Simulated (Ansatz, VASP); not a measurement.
**Two plane-wave programs on Na3SBr**

```
Br S Na
1.0
     5.66925    0.00000    0.00000
     0.00000    5.66925    0.00000
     0.00000    0.00000    5.66925
Br S Na
1 1 3
Direct
  0.00000 0.00000 0.00000
  0.50000 0.50000 0.50000
  0.50000 0.50000 0.00000
  0.50000 0.00000 0.50000
  0.00000 0.50000 0.50000
```

The cell comes from a database or a generator and needn't be the stable form of this composition.

Alike in both runs: task single point; functional PBEsol; k mesh 4 × 4 × 4; occupations gaussian, width 0.05 eV; no spin polarisation.

|  | VASP | Ansatz |
| --- | --- | --- |
| version | VASP 6.6.1 | Ansatz 0.2.0 |
| potentials or method | VASP PAW PBE potentials, release 64 (Br, S, Na_pv) | scalar-relativistic, plane waves, PAW |
| plane-wave cutoff (eV) | 520 | 420 |
| valence electrons in the cell | 34 | 40 |

```tsv
	VASP	Ansatz	Ansatz less VASP
gap on the k mesh at the Fermi level (eV)	2.13	2.13	+0.004
least direct gap on the mesh (eV)	2.13	2.13	+0.004
pressure (GPa)	-3.0	-3.0	-0.02
```

The two sets of potentials don't hold the same shells in valence.

Caveats: the PAW data sets were made with another functional, which shifts forces and pressure a little (VASP). Expect the measured gap to be larger: semilocal functionals such as PBEsol lack the derivative discontinuity.
